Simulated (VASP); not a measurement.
An input for Quantum ESPRESSO's pw.x (written as the equivalent of a VASP run, and not itself run):

```
&CONTROL
  calculation = 'vc-relax'
  pseudo_dir = './pseudo'
  outdir = './out'
  tprnfor = .true.
  tstress = .true.
  nstep = 40
  forc_conv_thr = 0.00078
/
&SYSTEM
  ibrav = 0
  nat = 8
  ntyp = 3
  ecutwfc = 102
  occupations = 'smearing'
  smearing = 'gaussian'
  degauss = 0.003675
  input_dft = 'pbe'
/
&ELECTRONS
  conv_thr = 7.3e-08
  electron_maxstep = 100
/
&IONS
/
&CELL
/
ATOMIC_SPECIES
  Cd 112.414 Cd.upf
  Ge 72.630 Ge.upf
  As 74.922 As.upf
CELL_PARAMETERS angstrom
    -3.0250276    3.0250276    5.7329847
     3.0250276   -3.0250276    5.7329847
     3.0250276    3.0250276   -5.7329847
ATOMIC_POSITIONS crystal
  Cd   1.0000000  0.0000000  1.0000000
  Cd   0.7500000  0.2500000  0.5000000
  Ge   0.5000000  0.5000000  1.0000000
  Ge   0.2500000  0.7500000  0.5000000
  As   0.8750000  0.8482298  0.4732298
  As   0.1517702  0.6250000  0.0267702
  As   0.3750000  0.4017702  0.5267702
  As   0.5982298  0.1250000  0.9732298
K_POINTS automatic
  5 5 5 0 0 0
```

Problem. Translate this input to VASP (INCAR, KPOINTS, POSCAR, choice of POTCAR).

Solution. This is not unique; one that fits is 
File KPOINTS:
```
Automatic
0
Gamma
 5 5 5
```

File POSCAR:
```
CdGeAs2
1.0
 -3.0250276031   3.0250276031   5.7329847058
  3.0250276031  -3.0250276031   5.7329847058
  3.0250276031   3.0250276031  -5.7329847058
Cd Ge As
2 2 4
Direct
  1.0000000000   0.0000000000   1.0000000000
  0.7500000000   0.2500000000   0.5000000000
  0.5000000000   0.5000000000   1.0000000000
  0.2500000000   0.7500000000   0.5000000000
  0.8750000000   0.8482297890   0.4732297890
  0.1517702110   0.6250000000   0.0267702110
  0.3750000000   0.4017702110   0.5267702110
  0.5982297890   0.1250000000   0.9732297890
```

**INCAR**
```
EDIFF = 1E-6
GGA = PE   # PBE
LCHARG = .FALSE.
EDIFFG = -0.02   # ionic stop
SIGMA = 0.05   # width (eV)
LREAL = .FALSE.
LASPH = .TRUE.
LMAXMIX = 4   # l cut-off of mixed one-centre charges
ALGO = Normal
ISMEAR = 0   # Gaussian
PREC = Accurate
SYSTEM = CdGeAs2
IBRION = 2   # conjugate gradients
NSW = 40   # most ionic steps
ISIF = 3   # ions, shape and volume
LWAVE = .FALSE.
ENCUT = 500
NELM = 100
```

POTCAR, in this order: Cd Ge_d As (PBE.64 set). Program: vasp_std.

The two are equivalent in intent, not identical: the potentials are each code's own (VASP's PAW set, PseudoDojo norm-conserving files in pw.x), so ENCUT and ecutwfc are chosen apart and not converted; conv_thr bounds pw.x's estimated SCF error, while EDIFF bounds the energy change between steps; forc_conv_thr acts on force components and is met together with etot_conv_thr.

The compound is CdGeAs2 in the chalcopyrite structure. This run relaxes it. Symmetry was kept, so distortions that lower it aren't found.
